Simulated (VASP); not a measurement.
PbSe (rock salt): the lattice constant a from VASP (plane waves, PAW) at several levels of theory. Static lattice. The measured value holds thermal and zero-point effects that the static calculation lacks.

| level | lattice constant a (Å) | error against measurement |
|---|---|---|
| LDA | 6.046 | -1.0 % |
| PBE | 6.217 | +1.8 % |
| PBEsol | 6.105 | -0.0 % |
| RPBE | 6.296 | +3.1 % |
| AM05 | 6.125 | +0.3 % |
| PBE-D3(BJ) | 6.135 | +0.5 % |
| optB88-vdW | 6.202 | +1.6 % |
| rev-vdW-DF2 | 6.170 | +1.1 % |
| revTPSS | 6.167 | +1.0 % |
| SCAN | 6.157 | +0.8 % |
| r2SCAN | 6.179 | +1.2 % |
| r2SCAN+rVV10 | 6.149 | +0.7 % |
| HSEsol | 6.096 | -0.1 % |

Measured: 6.105 Å at 120 K (as given by Noda, Masumoto, Ohba, Saito, Toriumi, Iwata, Shibuya, Acta Cryst. C 43, 1443 (1987), by a structure database's card).

The cell of the LDA run:

```yaml
crystal:
  lattice:
    - [0.00000, 3.02279, 3.02279]
    - [3.02279, 0.00000, 3.02279]
    - [3.02279, 3.02279, 0.00000]
  atoms:
    - { symbol: Pb, position: [0.00000, 0.00000, 0.00000] }
    - { symbol: Se, position: [0.50000, 0.50000, 0.50000] }
```

Only levels that ran to the end are used. Left out are those held back, those with too coarse a band path, GW runs whose mesh misses a band edge, hybrids' fits of cells that aren't cubic and levels without matching references; a question may draw on a part of the rest.

The compound is PbSe in the rock salt structure.
